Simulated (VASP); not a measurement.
Runs of VASP 6.6.1 on TaN. Symmetry: Fm-3m, No. 225, cubic system. The conventional cell has a = 4.423 Å, b = 4.423 Å, c = 4.423 Å, α = 90.00°, β = 90.00°, γ = 90.00°. Ta (site symmetry m-3m) is surrounded by 6 N at 2.21 Å. Around N (site symmetry m-3m) lie 6 Ta at 2.21 Å. The cell comes from a database or a generator and needn't be the stable form of this composition.

| task | level | potentials or basis | cell | cutoff (eV) | gap on the mesh (eV) | pressure (GPa) | relaxed volume (Å³/atom) |
| --- | --- | --- | --- | --- | --- | --- | --- |
| relaxation of cell and atoms | RPBE | VASP PAW PBE potentials, release 64 (Ta_pv, N) | relaxed | 600 | none | 0.0 | 10.95 |
| relaxation of cell and atoms | PBE | VASP PAW PBE potentials, release 64 (Ta_pv, N) | relaxed | 600 | none | 0.0 | 10.80 |
| relaxation of cell and atoms | PBEsol | VASP PAW PBE potentials, release 64 (Ta_pv, N) | relaxed | 600 | none | 0.0 | 10.50 |
| relaxation of cell and atoms | PBEsol | VASP PAW PBE potentials, release 64 (Ta, N) | relaxed | 580 | none | 0.0 | (b) |
| relaxation of cell and atoms | PBE+D3(BJ) | VASP PAW PBE potentials, release 64 (Ta_pv, N) | relaxed | 600 | none | 0.0 | (a) |
| relaxation of cell and atoms | LDA | VASP PAW LDA potentials, release 64 (Ta_pv, N) | relaxed | 600 | none | 0.0 | 10.33 |
| single point | PBEsol | VASP PAW PBE potentials, release 64 (Ta_pv, N) | as given | 520 | none | -9.8 | - |
| relaxation of cell and atoms | PBEsol | VASP PAW PBE potentials, release 64 (Ta_pv, N_s) | relaxed | 480 | none | 0.0 | 10.50 |

Alike in all rows: no spin polarisation; k mesh 16 × 16 × 16; smearing gaussian 0.1 eV.

Estimate the missing entries.

(a) 10.56; (b) 10.48.

Caveats: the PAW data sets were made with another functional, which shifts forces and pressure a little (some runs); pairwise dispersion overbinds metals, which lowers pressure and volume (some runs).

A k mesh can miss the band edges, and the runs leave out spin-orbit coupling on Ta.

A gap of «none» marks a metal or a gap under the smearing width.

Not every run made on this cell is shown here.
